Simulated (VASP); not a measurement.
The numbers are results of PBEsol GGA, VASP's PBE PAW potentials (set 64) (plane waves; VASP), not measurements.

VASP ran on this input.

**INCAR**
```
LREAL = .False.   ! projection in real space or not
LMAXMIX = 4   ! l cut-off of mixed one-centre charges
LWAVE = .False.
EDIFF = 1E-7   ! SCF stop (eV)
SYSTEM = Se
GGA = PS   ! PBEsol
ISIF = 2   ! forces and stress, cell fixed
NELM = 100   ! most electronic steps
LASPH = .True.   ! aspherical one-centre terms
ISMEAR = 0
LCHARG = .False.
ALGO = Normal   ! blocked Davidson
PREC = Accurate
ENCUT = 480
SIGMA = 0.05   ! width (eV)
```

**POSCAR**
```
Se
1.0
  1.9609936774  -3.5015883213   0.0000000000
  1.9609936774   3.5015883213   0.0000000000
  0.0000000000   0.0000000000   5.1265898408
Se
3
direct
  0.0000000000   0.2483172003   0.6666670000
  0.7516827997   0.7516827997   0.0000000000
  0.2483172003   0.0000000000   0.3333330000
```

File KPOINTS:
```
kpoints
0
Gamma
6 6 4
```

POTCAR, in this order: Se (PBE.64 set). Program: vasp_std.

The resulting files:

**OSZICAR**
```
       N       E                     dE             d eps       ncg     rms          rms(c)
DAV:   1     0.820723897198E+02    0.82072E+02   -0.71783E+03  1222   0.110E+03
DAV:   2    -0.615157411186E+01   -0.88224E+02   -0.84801E+02  1657   0.177E+02
DAV:   3    -0.115648363323E+02   -0.54133E+01   -0.53727E+01  1452   0.502E+01
DAV:   4    -0.116135194657E+02   -0.48683E-01   -0.48613E-01  1402   0.557E+00
DAV:   5    -0.116139113023E+02   -0.39184E-03   -0.39182E-03  1462   0.473E-01    0.739E+00
DAV:   6    -0.115595405525E+02    0.54371E-01   -0.33573E-02  1312   0.134E+00    0.455E+00
DAV:   7    -0.115406129737E+02    0.18928E-01   -0.62982E-02  1322   0.180E+00    0.183E-01
DAV:   8    -0.115397179442E+02    0.89503E-03   -0.10002E-02  1252   0.715E-01    0.104E-01
DAV:   9    -0.115397602669E+02   -0.42323E-04   -0.25749E-04  1552   0.129E-01    0.313E-02
DAV:  10    -0.115397602759E+02   -0.89680E-08   -0.29001E-05  1357   0.419E-02    0.656E-03
DAV:  11    -0.115397606525E+02   -0.37659E-06   -0.70448E-06  1442   0.177E-02    0.417E-03
DAV:  12    -0.115397604285E+02    0.22400E-06   -0.13333E-06  1292   0.828E-03    0.121E-03
DAV:  13    -0.115397603782E+02    0.50278E-07   -0.16274E-07   806   0.268E-03
   1 F= -.11539760E+02 E0= -.11539760E+02  d E =-.290642E-07
```

File OUTCAR:
```
------------------------ aborting loop because EDIFF is reached ----------------------------------------
  FORCE on cell =-STRESS in cart. coord.  units (eV):
  Direction    XX          YY          ZZ          XY          YZ          ZX
  --------------------------------------------------------------------------------------
  Total        1.1386344      0.4397313      0.9207162      0.0000000     -0.4133679      0.0000000
  in kB       25.9116484     10.0068662     20.9525314      0.0000000     -9.4069208      0.0000000
  external PRESSURE =      18.9570153 kB  Pullay stress =       0.0000000 kB
  volume of cell :       70.40
      direct lattice vectors                 reciprocal lattice vectors
     1.960993677 -3.501588321  0.000000000     0.254972775 -0.142792343  0.000000000
     1.960993677  3.501588321  0.000000000     0.254972775  0.142792343  0.000000000
     0.000000000  0.000000000  5.126589841     0.000000000  0.000000000  0.195061441
 POSITION                                       TOTAL-FORCE (eV/Angst)
 -----------------------------------------------------------------------------------
      0.48695      0.86950      3.41773         0.159091      0.116970     -0.093335
      2.94809      0.00000      0.00000        -0.318183      0.000000      0.000000
      0.48695     -0.86950      1.70886         0.159091     -0.116970      0.093335
 -----------------------------------------------------------------------------------
    total drift:                                0.000050     -0.000000     -0.000000
  FREE ENERGIE OF THE ION-ELECTRON SYSTEM (eV)
  ---------------------------------------------------
  free  energy   TOTEN  =       -11.5397603782 eV

  energy  without entropy=      -11.5397603492  energy(sigma->0) =      -11.53976036
```
(Selected blocks of OUTCAR.)

Without a dispersion term in the relaxation, distances and binding between the weakly bound layers, chains or molecules are unreliable, and so is what depends on them.

The compound is Se in the trig structure. This cell was strained or had an atom moved on purpose.
